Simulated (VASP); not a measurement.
Method: LDA (Ceperley-Alder, Perdew-Zunger), VASP's LDA PAW potentials (set 64) (plane waves; VASP).

VASP input:

**KPOINTS**
```
Automatic
0
gamma
14 14 14
0 0 0
```

File POSCAR:
```
Ta
1
   -1.6299259664     1.6299259664     1.6299259664
    1.6299259664    -1.6299259664     1.6299259664
    1.6299259664     1.6299259664    -1.6299259664
Ta
1
Direct
  0.0000000000   1.0000000000   1.0000000000
```

### INCAR
```
ALGO = Normal
EDIFF = 1E-6
EDIFFG = -0.01
ENCUT = 400
IBRION = 2
ISIF = 3
ISMEAR = 1
LASPH = .True.
LCHARG = .False.
LMAXMIX = 6
LREAL = .False.
LWAVE = .False.
NELM = 100
NSW = 60
PREC = Accurate
SIGMA = 0.1
SYSTEM = Ta
```

POTCAR, in this order: Ta_pv (LDA.64 set). Program: vasp_std.

The resulting files:

File OSZICAR:
```
       N       E                     dE             d eps       ncg     rms          rms(c)
DAV:   1     0.368970017198E+02    0.36897E+02   -0.57696E+03  1872   0.965E+02
DAV:   2    -0.127262486153E+02   -0.49623E+02   -0.48838E+02  2423   0.220E+02
DAV:   3    -0.132987456069E+02   -0.57250E+00   -0.55004E+00  2100   0.237E+01
DAV:   4    -0.133022176412E+02   -0.34720E-02   -0.34713E-02  2205   0.157E+00
DAV:   5    -0.133022494046E+02   -0.31763E-04   -0.31763E-04  2163   0.106E-01    0.145E+01
DAV:   6    -0.129469880736E+02    0.35526E+00   -0.37384E-01  1942   0.722E+00    0.700E+00
DAV:   7    -0.128335853237E+02    0.11340E+00   -0.30483E-01  1965   0.617E+00    0.337E-01
DAV:   8    -0.128314359402E+02    0.21494E-02   -0.32621E-03  2022   0.791E-01    0.132E-01
DAV:   9    -0.128313633311E+02    0.72609E-04   -0.63568E-05  2211   0.742E-02    0.297E-02
DAV:  10    -0.128313633886E+02   -0.57530E-07   -0.33800E-06  2090   0.245E-02
   1 F= -.12831363E+02 E0= -.12831409E+02  d E =-.128314E+02
```

**OUTCAR**
```
------------------------ aborting loop because EDIFF is reached ----------------------------------------
  FORCE on cell =-STRESS in cart. coord.  units (eV):
  Direction    XX          YY          ZZ          XY          YZ          ZX
  --------------------------------------------------------------------------------------
  Total       -0.0004017     -0.0004017     -0.0004017      0.0000000      0.0000000     -0.0000000
  in kB       -0.0371595     -0.0371595     -0.0371595      0.0000000      0.0000000     -0.0000000
  external PRESSURE =      -0.0371595 kB  Pullay stress =       0.0000000 kB
  volume of cell :       17.32
      direct lattice vectors                 reciprocal lattice vectors
    -1.629925966  1.629925966  1.629925966     0.000000000  0.306762399  0.306762399
     1.629925966 -1.629925966  1.629925966     0.306762399  0.000000000  0.306762399
     1.629925966  1.629925966 -1.629925966     0.306762399  0.306762399  0.000000000
 POSITION                                       TOTAL-FORCE (eV/Angst)
 -----------------------------------------------------------------------------------
      0.00000      0.00000      0.00000        -0.000000      0.000000     -0.000000
 -----------------------------------------------------------------------------------
    total drift:                                0.000000      0.000000     -0.000000
  FREE ENERGIE OF THE ION-ELECTRON SYSTEM (eV)
  ---------------------------------------------------
  free  energy   TOTEN  =       -12.8313633886 eV

  energy  without entropy=      -12.8314998650  energy(sigma->0) =      -12.83140888

 reached required accuracy - stopping structural energy minimisation
```
(Selected blocks of OUTCAR.)

File OUTCAR:
```
 val. band max:        5.6960174860   @ k =   0.3571   0.2143   0.0000

 cond. band min:       5.7370000793   @ k =  -0.3571   0.3571   0.0714


 Fermi energy:         5.6991931489

 k-point     1 :       0.0000    0.0000    0.0000
  band No.  band energies     occupation
      1     -27.0253      2.00000
      2     -27.0253      2.00000
      3     -27.0253      2.00000
      4      -2.2591      2.00000
      5       6.3915     -0.00000
      6       6.3915     -0.00000
      7       6.3915     -0.00000
      8       9.7927      0.00000
      9       9.7927      0.00000

 k-point     2 :       0.0714    0.0000    0.0000
  band No.  band energies     occupation
      1     -27.0992      2.00000
      2     -27.0477      2.00000
      3     -27.0257      2.00000
      4      -2.0187      2.00000
      5       6.2370     -0.00000
      6       6.3470     -0.00000
      7       6.6274     -0.00000
      8       9.5461      0.00000
      9       9.7933      0.00000

 k-point     3 :       0.1429    0.0000    0.0000
  band No.  band energies     occupation
      1     -27.3020      2.00000
      2     -27.1101      2.00000
      3     -27.0271      2.00000
      4      -1.3434      2.00000
      5       5.8337     -0.06713
      6       6.1387     -0.00000
      7       7.3230     -0.00000
      8       9.1514      0.00000
      9       9.8164      0.00000

 k-point     4 :       0.2143    0.0000    0.0000
  band No.  band energies     occupation
      1     -27.5848      2.00000
      2     -27.1990      2.00000
      3     -27.0291      2.00000
      4      -0.3854      2.00000
      5       5.3128      2.00000
      6       5.7540      0.20891
      7       8.4402      0.00000
      8       9.0865      0.00000
      9       9.9070      0.00000

 k-point     5 :       0.2857    0.0000    0.0000
  band No.  band energies     occupation
      1     -27.8856      2.00000
      2     -27.2961      2.00000
      3     -27.0314      2.00000
...
```

Unless said otherwise, spin-orbit coupling is left out, though it shifts the bands of the heavy elements here.

The compound is Ta in the bcc structure. It was relaxed first. The start is the result of an earlier pass.
